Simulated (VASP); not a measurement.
Input:

```
Cs
1.0
   -3.09842     3.09842     3.09842
    3.09842    -3.09842     3.09842
    3.09842     3.09842    -3.09842
Cs
1
Direct
  0.00000   0.00000   0.00000
```

Computed with revTPSS meta-GGA, VASP's PBE PAW potentials (set 64) (plane waves; VASP). Settings: 520 eV cut-off, 9×9×9 Γ-centred mesh, tetrahedra with Blöchl corrections, potentials Cs_sv.

Q: Give the energies of bands 5 to 7 at the high-symmetry points, in eV from the Fermi level.

A: 
| band | Γ | H | N | P |
|---|---|---|---|---|
| 5 | -1.63 | 0.64 | 0.06 | 0.93 |
| 6 | 2.53 | 0.64 | 0.75 | 0.93 |
| 7 | 2.53 | 2.86 | 1.66 | 0.93 |

It has no gap at this level: it comes out as a metal or semimetal.

The compound is Cs in the bcc structure. It was relaxed first.
